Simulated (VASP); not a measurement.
Here is the system:

```yaml
crystal:
  lattice:
    - [4.18332, 0.00000, 0.00000]
    - [0.00000, 4.18332, 0.00000]
    - [0.00000, 0.00000, 2.67344]
  atoms:
    - { symbol: Si, position: [0.00000, 0.00000, 0.00000] }
    - { symbol: Si, position: [0.50000, 0.50000, 0.50000] }
    - { symbol: O, position: [0.30602, 0.30602, 0.00000] }
    - { symbol: O, position: [0.80602, 0.19398, 0.50000] }
    - { symbol: O, position: [0.19398, 0.80602, 0.50000] }
    - { symbol: O, position: [0.69398, 0.69398, 0.00000] }
```

These are r2SCAN meta-GGA, VASP's PBE PAW potentials (set 64) (plane waves; VASP) values and carry that method's errors. Numerical set-up: 520 eV cut-off, 6×6×9 Γ-centred mesh, tetrahedra with Blöchl corrections, potentials Si O.

The cores are frozen, which limits the accuracy of field gradients.

Give the principal components of the electric field gradient (V/Å²) and the asymmetry η at each nucleus.

```tsv
atom	Vxx	Vyy	Vzz	η
Si1	-17.1	-3.4	20.5	0.67
Si2	-17.1	-3.4	20.5	0.67
O3	63.0	47.9	-110.9	0.14
O4	63.0	47.9	-110.9	0.14
O5	63.0	47.9	-110.9	0.14
O6	63.0	47.9	-110.9	0.14
```

The compound is SiO2 in the rutile structure, stishovite, a high-pressure form. It was relaxed first.
